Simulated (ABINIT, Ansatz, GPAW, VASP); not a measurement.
One structure in several programs: RbP2Ru2 (I4/mmm, 5 atoms in the cell)

Self-consistent single point, at a second geometry (lattice scaled by 0.98). First geometry:

```
Rb(PRu)2
1.0
   -2.01581     2.01581     6.60592
    2.01581    -2.01581     6.60592
    2.01581     2.01581    -6.60592
Rb P Ru
1 2 2
Direct
  0.00000   0.00000   0.00000
  0.33349   0.33349   0.00000
  0.66651   0.66651   0.00000
  0.75000   0.25000   0.50000
  0.25000   0.75000   0.50000
```

Shared settings, as Ansatz (a program for electronic structure) writes them: kpoints.mp_grid.grid = 7 7 7; scf.occupations.method = fermi_dirac; scf.occupations.width = 0.1 eV. Potentials and cutoffs stand in the table.

```json
[
 {"code": "GPAW", "model": "LDA (Perdew-Wang 92), GPAW PAW datasets LDA (gpaw-data 1.0.1)", "ΔF from the first geometry (meV/atom)": "-3.3", "pressure (GPa)": "3.34", "largest force (eV/Å)": "0.850", "cutoff": "600 eV"},
 {"code": "VASP", "model": "LDA (PZ), VASP's LDA PAW potentials (set 64)", "ΔF from the first geometry (meV/atom)": "-2.7", "pressure (GPa)": "3.12", "largest force (eV/Å)": "0.830", "cutoff": "300 eV"},
 {"code": "ABINIT", "model": "LDA (PW92), PAW (JTH v2.0 LDA PAW)", "ΔF from the first geometry (meV/atom)": "-3.1", "pressure (GPa)": "3.41", "largest force (eV/Å)": "0.802", "cutoff": "571 eV"},
 {"code": "Ansatz", "model": "LDA (PW92), PAW files made with PBE", "ΔF from the first geometry (meV/atom)": "-4.5", "pressure (GPa)": "3.21", "largest force (eV/Å)": "0.804", "cutoff": "default"}
]
```

On Ansatz's run: spin polarisation is off; with an odd number of electrons in the cell that forces a metal, and a magnetic state may lie lower.

The spread over the programs that give each value: ΔF from the first geometry within 1.8 meV/atom; pressure within 0.29 GPa; largest force within 0.048 eV/Å.

Ansatz's pressure is given at a fixed set of plane waves, as the other plane-wave codes print theirs; with its correction for the finite basis it is 3.31 GPa. The same LDA comes in different parametrisations, which differ slightly.

VASP's run is marked for a possible Pulay error in its stress at this cutoff; no cutoff test was made.

The starting cell comes from a database of computed structures (which also holds hypothetical and non-ambient phases and stackings), without a prior relaxation at this level. For this run, on top of that: lattice scaled by 0.98.

Left out of this page: Quantum ESPRESSO, CP2K, FLEUR and SIESTA (not drawn, or without a comparable value).

Keys are those of Ansatz 0.2.
